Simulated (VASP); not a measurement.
Given:

```xyz
1
Lattice="0.0000 2.0227 2.0227 2.0227 0.0000 2.0227 2.0227 2.0227 0.0000" Properties=species:S:1:pos:R:3 pbc="T T T"
Ag     4.0455     4.0455     4.0455
```

Calculation: PBEsol GGA, VASP's PBE PAW potentials (set 64) (plane waves; VASP 6.6.1). Run with 480 eV cut-off, 14×14×14 Γ-centred mesh, first-order Methfessel-Paxton smearing of 0.10 eV, potentials Ag.

Energy and stress use the plane-wave basis of the starting cell.

Question: The ions, cell shape and volume at an external pressure of 30.0 GPa are relaxed. Give the cell that the relaxation ends in.

Answer: 
```xyz
1
Lattice="0.0000 1.9202 1.9202 1.9202 0.0000 1.9202 1.9202 1.9202 0.0000" Properties=species:S:1:pos:R:3 pbc="T T T"
Ag     0.0000     0.0000     0.0000
```
Space group Fm-3m (225), at a tolerance of 0.03 Å.

Question: How do energy and volume change from the first to the last step?

Answer: The energy (σ→0) changes by +194.0 meV/atom and the volume by -14.4 %, in 5 ionic steps.

The compound is Ag in the fcc structure. This run relaxes it under an external pressure of 30 GPa. Symmetry was kept, so distortions that lower it aren't found.
